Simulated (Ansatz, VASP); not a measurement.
# SiO2 in two plane-wave programs, part 2 of 3

Aim: how closely do two programs agree when they are given the same cell, functional and k mesh? The cell is taken from a series of runs on this material, whose earlier steps may have relaxed, scaled, displaced or heated it; both programs get it as it stands.

VASP 6.6.1 and Ansatz 0.2.0.

So far: The structure; VASP: zone-centre phonons, PBE.

### 2. VASP: zone-centre phonons, PBE (continued)

Level of this step: PBE; plane waves and PAW (O, Si) (VASP).

From OUTCAR (step 2):

```text
ion  position               nearest neighbor table
   1  0.691  0.691  0.000-   5 1.78   5 1.78   6 1.88
   2  0.191  0.809  0.500-   6 1.78   6 1.78   5 1.88
   3  0.309  0.309  0.000-   5 1.78   5 1.78   6 1.88
   4  0.809  0.191  0.500-   6 1.78   6 1.78   5 1.88
   5  0.500  0.500  0.500-   1 1.78   3 1.78   1 1.78   3 1.78   2 1.88   4 1.88
   6  0.000  0.000  0.000-   2 1.78   4 1.78   2 1.78   4 1.78   3 1.88   1 1.88

  LATTYP: Found a simple tetragonal cell.
 ALAT       =     4.3091532102
 C/A-ratio  =     0.6272942150

 Subroutine GETGRP returns: Found 16 space group operations
 (whereof  8 operations were pure point group operations)

The static configuration has the point symmetry D_2h.
 The point group associated with its full space group is D_4h.

 Found     75 irreducible k-points:

   k-points           NKPTS =     75   k-points in BZ     NKDIM =     75   number of bands    NBANDS=     22

   dimension x,y,z NGX =    36 NGY =   36 NGZ =   24
   dimension x,y,z NGXF=    72 NGYF=   72 NGZF=   48

   ENCUT  =  600.0 eV  44.10 Ry    6.64 a.u.   8.61  8.61  5.40*2*pi/ulx,y,z

   NELECT =      32.0000    total number of electrons

 k-points in reciprocal lattice and weights: Automatic mesh
   0.00000000  0.00000000  0.00000000       0.002
   0.12500000  0.00000000  0.00000000       0.008
   0.25000000  0.00000000  0.00000000       0.008
   0.37500000  0.00000000  0.00000000       0.008
   0.50000000  0.00000000  0.00000000       0.004
   0.12500000  0.12500000  0.00000000       0.008
   0.25000000  0.12500000  0.00000000       0.016
   0.37500000  0.12500000  0.00000000       0.016
   0.50000000  0.12500000  0.00000000       0.008
[...]
0.50000000  0.37500000  0.50000000       0.008
   0.50000000  0.50000000  0.50000000       0.002

[...]
2     0.46048     3.84419     0.00000
    3     0.00000     0.00000     4.08453

 Eigenvectors and eigenvalues of the dynamical matrix
 ----------------------------------------------------

   1 f  =   25.872781 THz   162.563477 2PiTHz  863.023077 cm-1   107.001176 meV
             X         Y         Z           dx          dy          dz
      2.976797  2.976797  0.000000     0.353553    0.353553   -0.000000
      0.822220  3.486933  1.351553    -0.353553    0.353553    0.000000
      1.332356  1.332356  0.000000    -0.353553   -0.353553    0.000000
      3.486933  0.822220  1.351553     0.353553   -0.353553   -0.000000
      2.154577  2.154577  1.351553     0.000000    0.000000    0.000000
      0.000000  0.000000  0.000000     0.000000    0.000000   -0.000000

   2 f  =   23.381328 THz   146.909219 2PiTHz  779.917167 cm-1    96.697361 meV
             X         Y         Z           dx          dy          dz
      2.976797  2.976797  0.000000     0.179683    0.321186    0.000000
      0.822220  3.486933  1.351553     0.084724   -0.279380    0.000000
      1.332356  1.332356  0.000000     0.179683    0.321186    0.000000
      3.486933  0.822220  1.351553     0.084724   -0.279380   -0.000000
      2.154577  2.154577  1.351553    -0.275854   -0.513922   -0.000000
      0.000000  0.000000  0.000000    -0.123316    0.450807    0.000000

   3 f  =   23.381328 THz   146.909219 2PiTHz  779.917167 cm-1    96.697361 meV
             X         Y         Z           dx          dy          dz
      2.976797  2.976797  0.000000     0.279380    0.084724   -0.000000
      0.822220  3.486933  1.351553    -0.321186    0.179683    0.000000
      1.332356  1.332356  0.000000     0.279380    0.084724   -0.000000
      3.486933  0.822220  1.351553    -0.321186    0.179683    0.000000
      2.154577  2.154577  1.351553    -0.450807   -0.123316    0.000000
      0.000000  0.000000  0.000000     0.513922   -0.275854   -0.000000

   4 f  =   20.892005 THz   131.268339 2PiTHz  696.882274 cm-1    86.402351 meV
             X         Y         Z           dx          dy          dz
      2.976797  2.976797  0.000000     0.000000    0.000000    0.451918
      0.822220  3.486933  1.351553    -0.000000    0.000000   -0.451918
      1.332356  1.332356  0.000000     0.000000   -0.000000    0.451918
      3.486933  0.822220  1.351553    -0.000000    0.000000   -0.451918
      2.154577  2.154577  1.351553    -0.000000    0.000000   -0.302558
      0.000000  0.000000  0.000000    -0.000000   -0.000000    0.302558

   5 f  =   20.733388 THz   130.271721 2PiTHz  691.591392 cm-1    85.746366 meV
             X         Y         Z           dx          dy          dz
      2.976797  2.976797  0.000000    -0.353553   -0.353553    0.000000
      0.822220  3.486933  1.351553    -0.353553    0.353553    0.000000
      1.332356  1.332356  0.000000     0.353553    0.353553    0.000000
      3.486933  0.822220  1.351553     0.353553   -0.353553   -0.000000
      2.154577  2.154577  1.351553    -0.000000   -0.000000   -0.000000
      0.000000  0.000000  0.000000     0.000000   -0.000000    0.000000

   6 f  =   18.427938 THz   115.786152 2PiTHz  614.689859 cm-1    76.211795 meV
             X         Y         Z           dx          dy          dz
      2.976797  2.976797  0.000000     0.000000   -0.000000    0.341763
      0.822220  3.486933  1.351553    -0.000000    0.000000    0.341763
      1.332356  1.332356  0.000000     0.000000   -0.000000    0.341763
      3.486933  0.822220  1.351553    -0.000000    0.000000    0.341763
      2.154577  2.154577  1.351553    -0.000000    0.000000   -0.516136
      0.000000  0.000000  0.000000    -0.000000   -0.000000   -0.516136

   7 f  =   16.536431 THz   103.901460 2PiTHz  551.595965 cm-1    68.389153 meV
             X         Y         Z           dx          dy          dz
      2.976797  2.976797  0.000000    -0.353553    0.353553    0.000000
      0.822220  3.486933  1.351553     0.353553    0.353553   -0.000000
      1.332356  1.332356  0.000000     0.353553   -0.353553   -0.000000
      3.486933  0.822220  1.351553    -0.353553   -0.353553    0.000000
      2.154577  2.154577  1.351553     0.000000    0.000000    0.000000
      0.000000  0.000000  0.000000    -0.000000    0.000000   -0.000000

   8 f  =   16.155794 THz   101.509849 2PiTHz  538.899288 cm-1    66.814966 meV
             X         Y         Z           dx          dy          dz
      2.976797  2.976797  0.000000    -0.000000    0.000000   -0.499770
      0.822220  3.486933  1.351553     0.000000    0.000000    0.500230
      1.332356  1.332356  0.000000     0.000000   -0.000000    0.499770
      3.486933  0.822220  1.351553    -0.000000   -0.000000   -0.500230
      2.154577  2.154577  1.351553    -0.000000   -0.000000    0.000000
      0.000000  0.000000  0.000000     0.000000   -0.000000    0.000000

   9 f  =   16.155794 THz   101.509849 2PiTHz  538.899288 cm-1    66.814966 meV
             X         Y         Z           dx          dy          dz
      2.976797  2.976797  0.000000     0.000000   -0.000000   -0.500230
      0.822220  3.486933  1.351553    -0.000000   -0.000000   -0.499770
      1.332356  1.332356  0.000000    -0.000000    0.000000    0.500230
      3.486933  0.822220  1.351553     0.000000    0.000000    0.499770
      2.154577  2.154577  1.351553    -0.000000    0.000000    0.000000
      0.000000  0.000000  0.000000     0.000000    0.000000    0.000000

  10 f  =   14.843172 THz    93.262401 2PiTHz  495.114930 cm-1    61.386400 meV
             X         Y         Z           dx          dy          dz
      2.976797  2.976797  0.000000     0.347787   -0.381737   -0.000000
      0.822220  3.486933  1.351553    -0.161242    0.225313    0.000000
      1.332356  1.332356  0.000000     0.347787   -0.381737    0.000000
      3.486933  0.822220  1.351553    -0.161242    0.225313   -0.000000
      2.154577  2.154577  1.351553     0.084449   -0.150536    0.000000
      0.000000  0.000000  0.000000    -0.365917    0.386555    0.000000

  11 f  =   14.843172 THz    93.262401 2PiTHz  495.114930 cm-1    61.386400 meV
             X         Y         Z           dx          dy          dz
      2.976797  2.976797  0.000000    -0.225313   -0.161242    0.000000
      0.822220  3.486933  1.351553     0.381737    0.347787   -0.000000
      1.332356  1.332356  0.000000    -0.225313   -0.161242   -0.000000
      3.486933  0.822220  1.351553     0.381737    0.347787    0.000000
      2.154577  2.154577  1.351553    -0.386555   -0.365917   -0.000000
      0.000000  0.000000  0.000000     0.150536    0.084449    0.000000

  12 f  =   10.930454 THz    68.678070 2PiTHz  364.600710 cm-1    45.204706 meV
             X         Y         Z           dx          dy          dz
      2.976797  2.976797  0.000000    -0.195726   -0.246723    0.000000
      0.822220  3.486933  1.351553    -0.154441   -0.215444   -0.000000
      1.332356  1.332356  0.000000    -0.195726   -0.246723    0.000000
      3.486933  0.822220  1.351553    -0.154441   -0.215444   -0.000000
      2.154577  2.154577  1.351553    -0.032302    0.124238    0.000000
      0.000000  0.000000  0.000000     0.561352    0.574027   -0.000000

  13 f  =   10.930454 THz    68.678070 2PiTHz  364.600710 cm-1    45.204706 meV
             X         Y         Z           dx          dy          dz
      2.976797  2.976797  0.000000    -0.215444    0.154441   -0.000000
      0.822220  3.486933  1.351553    -0.246723    0.195726   -0.000000
      1.332356  1.332356  0.000000    -0.215444    0.154441    0.000000
      3.486933  0.822220  1.351553    -0.246723    0.195726    0.000000
      2.154577  2.154577  1.351553     0.574027   -0.561352   -0.000000
      0.000000  0.000000  0.000000     0.124238    0.032302   -0.000000
    [... 43 further lines ...]
      2.154577  2.154577  1.351553    -0.221859    0.429215   -0.000000
      0.000000  0.000000  0.000000    -0.222137    0.429359   -0.000000

 MACROSCOPIC STATIC DIELECTRIC TENSOR IONIC CONTRIBUTION
 ------------------------------------------------------
          12.790356    -0.000000    -0.000000
          -0.000000    12.790356    -0.000000
          -0.000000    -0.000000     5.787246
 ------------------------------------------------------

 ELASTIC MODULI CONTR FROM IONIC RELAXATION (kBar)
 Direction    XX          YY          ZZ          XY          YZ          ZX
 --------------------------------------------------------------------------------
 XX       -1056.9340   -271.4959     42.7425     -0.0000     -0.0000     -0.0000
 YY        -271.4959  -1056.9340     42.7425      0.0000      0.0000      0.0000
 ZZ          42.7425     42.7425     -2.7505     -0.0000     -0.0000     -0.0000
 XY          -0.0000     -0.0000      0.0000    -90.6801      0.0000      0.0000
 YZ          -0.0000      0.0000     -0.0000      0.0000    -17.6578      0.0000
 ZX          -0.0000      0.0000     -0.0000      0.0000      0.0000    -31.3267
 --------------------------------------------------------------------------------

 PIEZOELECTRIC TENSOR IONIC CONTR  for field in x, y, z        (C/m^2)
          XX          YY          ZZ          XY          YZ          ZX
  --------------------------------------------------------------------------------
  x    -0.00000     0.00000     0.00000     0.00000     0.00000    -0.00000
  y     0.00000     0.00000    -0.00000    -0.00000    -0.00000     0.00000
  z    -0.00000    -0.00000     0.00000     0.00000     0.00000    -0.00000
```

(Part 2 of 3 ends here.)

[Lines on the potential files, build, host, timing and source positions are cut from VASP's logs without a mark.]

[Logs are printed without paths, hosts, clocks, repeated set-up lines and the standing remarks that a program may print on its own settings, such as how far it seeks lower states.]

[Hosts, paths, dates, database ids (printed as entryN), source tags and the programs' standing remarks are cut or masked in the printed files.]
